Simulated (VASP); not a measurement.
All values below come from PBE GGA, VASP's PBE PAW potentials (set 64) (plane waves; VASP). Each cell was relaxed at this level.

Which of these has an unstable (imaginary) mode at Γ?
A) AlP, F-43m (216)
B) BaTiO3, Pm-3m (221)
C) GaAs, F-43m (216)
D) NaF, Fm-3m (225)

B, BaTiO3, Pm-3m (221). Its optical Γ-point modes are 251i (×3), 169 (×3), 285 (×3), 451 (×3) cm⁻¹.
